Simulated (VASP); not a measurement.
Data:

```
CELL_PARAMETERS angstrom
      1.23223    -2.13428     0.00000
      1.23223     2.13428     0.00000
      0.00000     0.00000     4.01808
ATOMIC_POSITIONS crystal
  Co 0.33333 0.66667 0.25000
  Co 0.66667 0.33333 0.75000
```
Starting moments (μB, in the order of the record's atoms Co Co): 1.7 1.7.

Computed with r2SCAN meta-GGA, VASP's PBE PAW potentials (set 64) (plane waves; VASP). Run with 520 eV cut-off, 19×19×10 Γ-centred mesh, tetrahedra with Blöchl corrections, potentials Co.

Q: Give the spin-up energies of bands 1 to 12 at the high-symmetry points, in eV from the Fermi level.

A: 
```csv
band,Γ,M,K,A,L,H
1,-9.51,-5.59,-5.15,-7.21,-5.78,-4.64
2,-5.89,-5.45,-4.64,-7.21,-5.78,-4.64
3,-3.45,-5.31,-4.64,-3.68,-4.59,-4.48
4,-3.38,-3.55,-4.35,-3.68,-4.59,-4.48
5,-3.38,-3.32,-3.66,-3.45,-2.58,-3.67
6,-3.08,-3.07,-3.66,-3.45,-2.58,-3.67
7,-3.08,-2.95,-2.69,-3.45,-1.75,-2.68
8,-2.71,-1.42,-1.69,-3.45,-1.75,-2.68
9,-2.71,-1.40,-1.69,-1.93,-1.33,-1.52
10,-1.61,-1.27,-1.63,-1.93,-1.33,-1.52
11,-1.61,0.96,4.41,-1.93,1.47,5.79
12,-0.34,3.20,5.40,-1.93,1.47,5.79
```

Q: Give the spin-down energies of bands 1 to 12 at the high-symmetry points, in eV from the Fermi level.

A: 
```tsv
band	Γ	M	K	A	L	H
1	-10.10	-4.41	-3.27	-7.62	-4.43	-2.92
2	-4.74	-3.96	-3.27	-7.62	-4.43	-2.92
3	-1.05	-3.59	-3.23	-1.74	-2.63	-2.73
4	-0.93	-2.37	-3.08	-1.74	-2.63	-2.73
5	-0.93	-1.13	-1.46	-0.99	0.01	-2.04
6	-0.89	-1.04	-1.46	-0.99	0.01	-2.04
7	-0.54	-0.67	-0.32	-0.99	0.09	-0.10
8	-0.54	1.43	1.06	-0.99	0.09	-0.10
9	0.00	1.56	1.06	0.92	1.53	1.27
10	0.00	1.59	1.27	0.92	1.53	1.27
11	1.29	2.67	5.43	0.92	2.20	6.53
12	1.29	4.48	6.40	0.92	2.20	6.53
```

It has no gap at this level: it comes out as a metal or semimetal.

The compound is Co in the hcp structure. It was relaxed first.
